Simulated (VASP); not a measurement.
LiCu₃ (space group I4/mmm): computed properties

Level of theory: PBEsol GGA, VASP's PBE PAW potentials (set 64) (plane waves; VASP 6.6.1).

For LiCu3, the space group is I4/mmm (139) and the cell is a = b = 3.569 Å, c = 7.192 Å, α = β = γ = 90.00°. The volume per atom is 11.45 Å^3/atom. The band gap (over mesh and band path) is none (metal, semimetal or under 0.01 eV) and the band gap with spin-orbit coupling is none (metallic). The density comes out as 7.16 g/cm³.

```xyz
4
Lattice="-1.7844 1.7844 3.5961 1.7844 -1.7844 3.5961 1.7844 1.7844 -3.5961" Properties=species:S:1:pos:R:3 pbc="T T T"
Li     0.0000     0.0000     0.0000
Cu     0.0000     1.7844     1.7980
Cu     1.7844     0.0000     1.7980
Cu     0.0000     0.0000     3.5961
```

The structure comes from a computed database's LiCu3 entry (I4/mmm); how it stands against other phases isn't given here. It was relaxed first. Symmetry was kept, so distortions that lower it aren't found.
